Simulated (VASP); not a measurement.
Here is the system:

```xyz
17
Lattice="5.5447 0.0000 0.0000 2.7724 4.8019 0.0000 0.0000 0.0000 20.8104" Properties=species:S:1:pos:R:3 pbc="T T T"
Re     5.5438     1.6011     7.1075
Re     2.7733     1.6011     7.1075
Re     6.9309     4.0016     7.1134
Re     4.1586     4.0005     7.1075
Re     8.3168     4.8017     9.2039
Re     5.5451     4.8017     9.2039
Re     6.9309     2.4013     9.2039
Re     4.1586     2.4009     9.2046
Re     5.5501     1.5975    11.5590
Re     2.7670     1.5975    11.5590
Re     6.9309     4.0016    11.5289
Re     4.1586     4.0078    11.5590
Re     0.0059     0.0034    13.6737
Re     2.7665     0.0034    13.6737
Re     1.3862     2.3941    13.6737
Re     4.1586     2.4009    13.6098
Cl     1.3862     0.8003    15.6904
```

The numbers are results of PBE GGA, VASP's PBE PAW potentials (set 64) (plane waves; VASP), not measurements. Run with PREC = Normal, 400 eV cut-off, 6×6×1 Γ-centred mesh, first-order Methfessel-Paxton smearing of 0.10 eV, potentials Re Cl.

Unless said otherwise, spin-orbit coupling is left out, though it shifts the bands of the heavy elements here.

Problem. What does the run give for the energy per atom (σ→0), band gap (on the k-mesh) with the smallest direct gap where there is one?

Solution. 
```
Quantity                                                    Result
------------------------  ----------------------------------------
band gap (on the k-mesh)  none (metal, semimetal or under 0.01 eV)
energy per atom (σ→0)                              -11.436 eV/atom
```

The absolute energy has meaning only against runs of the same code, potentials and settings.

The cell is a thin slab with vacuum, built from Re (hcp): (001) face, Cl adsorbed.
